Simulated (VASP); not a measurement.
# AgB2 (P6/mmm) in VASP: notebook

One crystal, AgB2, is run at these levels: r2SCAN; tasks: single point.

All numbers are computed with VASP 6.6.1; they aren't measurements. Logs are shortened: lines on timing, memory, paths and dates and some standing lists are left out, and cuts for length are marked.

### 1 The crystal as given

The structure is hexagonal, space group P6/mmm (No. 191). The conventional cell has a = 3.000 Å, b = 3.000 Å, c = 3.240 Å, α = 90.00°, β = 90.00°, γ = 120.00°. Around Ag (site symmetry 6/mmm) lie 12 B at 2.37 Å. B (site symmetry -6m2) is surrounded by 3 B at 1.73 Å.

### 2 Single point, r2SCAN

The input, INCAR:

```
SYSTEM = AgB2
PREC = Accurate
ENCUT = 460
EDIFF = 0.01
ISMEAR = 0
SIGMA = 0.05
LREAL = .False.
LASPH = .True.
NELM = 100
ALGO = Normal
ISIF = 2
LWAVE = .False.
LCHARG = .False.
METAGGA = R2SCAN
LMIXTAU = .True.
ADDGRID = .False.
```

The input, KPOINTS:

```
regular mesh
0
Gamma
  4 4 3
  0 0 0
```

The input, POSCAR:

```
AgB2
1.0
    3.0000000000      0.0000000000      0.0000000000
   -1.5000000000      2.5980762114      0.0000000000
    0.0000000000      0.0000000000      3.2400000000
Ag B
1 2
Direct
    0.0172000000      0.0014340000     -0.0107780000
    0.6537670000      0.3220700000      0.4709270000
    0.3421410000      0.7037590000      0.5156140000
```

Potentials or basis: VASP PAW PBE potentials, release 64 (Ag, B).

On the command line:

```
$ cat potpaw_PBE.64/Ag/POTCAR potpaw_PBE.64/B/POTCAR > POTCAR
$ mpirun -np 1 vasp_std > vasp.out
```

OUTCAR:

```text
SYSTEM = AgB2
   PREC = Accurate
   ENCUT = 460
   EDIFF = 0.01
   ISMEAR = 0
   LREAL = .False.
   LASPH = .True.
   NELM = 100
   ISIF = 2
   METAGGA = R2SCAN

 Found     26 irreducible k-points:

 Following reciprocal coordinates:
            Coordinates               Weight
  0.000000  0.000000  0.000000      1.000000
  0.250000 -0.000000  0.000000      2.000000
  0.000000  0.250000  0.000000      2.000000
 -0.250000  0.250000  0.000000      2.000000
  0.500000 -0.000000  0.000000      1.000000
  0.000000  0.500000  0.000000      1.000000
   k-points           NKPTS =     26   k-points in BZ     NKDIM =     26   number of bands    NBANDS=     12
   number of dos      NEDOS =    301   number of ions     NIONS =      3
   total plane-waves  NPLWV =  13824
   dimension x,y,z NGX =    24 NGY =   24 NGZ =   24
   dimension x,y,z NGXF=    48 NGYF=   48 NGZF=   48
   ions per type =               1   2
   NGX,Y,Z   is equivalent  to a cutoff of  13.30, 13.30, 12.31 a.u.
   NGXF,Y,Z  is equivalent  to a cutoff of  26.60, 26.60, 24.63 a.u.
 SYSTEM =  AgB2
   PREC   = accura    normal or accurate (medium, high low for compatibility)
   ISTART =      0    job   : 0-new  1-cont  2-samecut
   ICHARG =      2    charge: 1-file 2-atom 10-const
   ISPIN  =      1    spin polarized calculation?
   LNONCOLLINEAR =      F non collinear calculations
   LSORBIT =      F    spin-orbit coupling
   LASPH  =      T    aspherical Exc in radial PAW
   ENCUT  =  460.0 eV  33.81 Ry    5.81 a.u.   5.25  5.25  5.67*2*pi/ulx,y,z
   NELM   =    100;   NELMIN=  2; NELMDL= -5     # of ELM steps
   EDIFF  = 0.1E-01   stopping-criterion for ELM
   LREAL  =      F    real-space projection
   EDIFFG = 0.1E+00   stopping-criterion for IOM
   NSW    =      0    number of steps for IOM
   IBRION =     -1    ionic relax: 0-MD 1-quasi-New 2-CG
   NFREE  =      0    steps in history (QN), initial steepest desc. (CG)
   ISIF   =      2    stress and relaxation
   ISYM   =      2    0-nonsym 1-usesym 2-fastsym
   POTIM  = 0.5000    time-step for ionic-motion
   TEBEG  =    0.0;   TEEND  =   0.0 temperature during run
   PSTRESS=    0.0 pullay stress
   NELECT =      17.0000    total number of electrons
   NUPDOWN=      -1.0000    fix difference up-down
   EMIN   =  10.00;   EMAX   =-10.00  energy-range for DOS
   EFERMI =   0.00;   METHOD = LEGACY
   ISMEAR =     0;   SIGMA  =   0.05  broadening in eV -4-tet -1-fermi 0-gaus
   EFERMI_NEDOS =   21; number of points for ismear=-14 and -15
   IALGO  =     38    algorithm
   IMIX   =      4    mixing-type and parameters
     AMIX     =   0.40;   BMIX     =  1.00
     AMIX_MAG =   1.60;   BMIX_MAG =  1.00
  volume/ion in A,a.u.               =       8.42        56.81
  Fermi-wavevector in a.u.,A,eV,Ry     =   1.434779  2.711340 28.008838  2.058591
  Thomas-Fermi vector in A             =   2.554150
   LORBIT       =      0    0 simple, 1 ext, 2 COOP (PROOUT), +10 PAW based schemes
   METAGGA = R2SCAN    functional components
   LHFCALC =     F    Hartree Fock is set to
   AEXX    =    0.0000 exact exchange contribution
   IVDW    =     0    specifies the selected vdW correction
   LEPSILON=     F    determine dielectric tensor
   LRPA    =     F    only Hartree local field effects (RPA)
 non-spin polarized calculation
 Gauss-broadening in eV      SIGMA  =   0.05
  energy-cutoff  :      460.00
  volume of cell :       25.25
 maximum number of plane-waves:       571
 NGX is ok and might be reduce to    24
   NGX = 11   NGY = 11   NGZ = 11

 number of electron      17.0000003 magnetization

 Free energy of the ion-electron system (eV)
  ---------------------------------------------------
  ext. energy  EPLUGINS =         0.00000000
  ---------------------------------------------------
  free energy    TOTEN  =       -32.86967633 eV

  energy without entropy =      -32.86394252  energy(sigma->0) =      -32.86680943

 E-fermi :  10.4910     XC(G=0): -14.2489

 val. band max:       10.4619785179   @ k =   0.5000  -0.0000   0.3333
 cond. band min:      10.4962763186   @ k =   0.2500  -0.0000   0.0000
 fundamental gap:      0.0342978007
 Fermi energy:        10.4909506322

 k-point     1 :       0.0000    0.0000    0.0000
  band No.  band energies     occupation
      1      -4.5090      2.00000
      2       3.3516      2.00000
      3       3.7238      2.00000
      4       3.9150      2.00000
      5       5.3775      2.00000
      6       5.5091      2.00000
      7       7.3748      2.00000
      8      10.9501      0.00000
      9      12.6167      0.00000
     10      15.4537      0.00000
     11      16.4098      0.00000
     12      17.4550      0.00000

 k-point     2 :       0.2500   -0.0000    0.0000
  band No.  band energies     occupation
      1      -3.2708      2.00000
      2       2.8425      2.00000
      3       3.6466      2.00000
      4       3.8007      2.00000
      5       4.5674      2.00000
      6       5.3226      2.00000
      7       8.2243      2.00000
      8       9.2992      2.00000
      9      10.4963      0.88027
     10      16.0326      0.00000
     11      17.1774      0.00000
     12      19.1936      0.00000

 k-point     3 :       0.0000    0.2500    0.0000
  band No.  band energies     occupation
      1      -3.3055      2.00000
      2       2.7137      2.00000
      3       3.6672      2.00000
      4       3.9799      2.00000
      5       4.6812      2.00000
      6       5.2505      2.00000
      7       8.1969      2.00000
      8       9.5038      2.00000
      9      10.2372      2.00000
     10      16.0454      0.00000
     11      17.6278      0.00000
     12      19.1020      0.00000

 k-point     4 :      -0.2500    0.2500    0.0000
  band No.  band energies     occupation
      1      -3.2700      2.00000
      2       2.8458      2.00000
      3       3.6659      2.00000
      4       3.7959      2.00000
      5       4.5506      2.00000
      6       5.3318      2.00000
      7       8.2404      2.00000
      8       9.2306      2.00000
      9      10.4997      0.80494
     10      16.0377      0.00000
     11      17.2351      0.00000
     12      19.2070      0.00000

 k-point     5 :       0.5000   -0.0000    0.0000
  band No.  band energies     occupation
      1      -0.2579      2.00000
      2       0.1279      2.00000
      3       2.9314      2.00000
      4       3.3574      2.00000
      5       5.1477      2.00000
      6       6.0047      2.00000
      7       7.0470      2.00000
      8       7.2754      2.00000
      9      13.9757      0.00000
     10      15.1142      0.00000
     11      17.0930      0.00000
     12      17.5998      0.00000

 k-point     6 :       0.0000    0.5000    0.0000
  band No.  band energies     occupation
      1      -0.6996      2.00000
      2       0.3912      2.00000
      3       3.1571      2.00000
      4       3.4453      2.00000
      5       5.0671      2.00000
      6       5.9976      2.00000
      7       7.2129      2.00000
      8       7.4532      2.00000
      9      12.8691      0.00000
     10      15.5952      0.00000
     11      17.3918      0.00000
     12      17.6167      0.00000

 [... further k-points ...]
[... 5 lines left out ...]
  --------------------------------------------------------------------------------------
  -------------------------------------------------------------------------------------
  Total        5.6626004      7.7729294     12.8918213     -0.0077803      0.1491072      0.0498185
  in kB      359.2595693    493.1478611    817.9122410     -0.4936185      9.4600005      3.1606989
  external PRESSURE =     556.7732238 kB  Pullay stress =       0.0000000 kB

 VOLUME and BASIS-vectors are now :
 -----------------------------------------------------------------------------
  energy-cutoff  :      460.00
  volume of cell :       25.25
      direct lattice vectors                 reciprocal lattice vectors
     3.000000000  0.000000000  0.000000000     0.333333333  0.192450090  0.000000000
    -1.500000000  2.598076211  0.000000000     0.000000000  0.384900179  0.000000000
     0.000000000  0.000000000  3.240000000     0.000000000  0.000000000  0.308641975

 POSITION                                       TOTAL-FORCE (eV/Angst)
 -----------------------------------------------------------------------------------
      0.04945      0.00373      3.20508        -0.200666      0.044308      0.224753
      1.47820      0.83676      1.52580         0.282707      1.370096      0.913005
     -0.02922      1.82842      1.67059        -0.082041     -1.414404     -1.137758
 -----------------------------------------------------------------------------------
    total drift:                               -0.014924      0.008267     -0.002838

  FREE ENERGIE OF THE ION-ELECTRON SYSTEM (eV)
  ---------------------------------------------------
  free  energy   TOTEN  =       -32.8696763262 eV

  energy  without entropy=      -32.8639425249  energy(sigma->0) =      -32.86680943
```

It took 9.9 s on 1 thread of Intel Xeon 6975P-C (Granite Rapids), shared host; peak memory 0.14 GiB.

The run converged, but some of its settings lie outside the range that counts as converged, so its numbers aren't taken as properties of the crystal.

Results:

* Free energy: -32.8697 eV
* Pressure: 55.7 GPa
* Largest force: 1.817 eV/Å
* Band gap on the k mesh: none (metal or under the smearing width)

Caveat: the k mesh is coarse (spacing up to 0.65 Å⁻¹), so the values aren't converged; the PAW data sets were made with another functional, which shifts forces and pressure a little.

(Continued in part 2 of 2.)
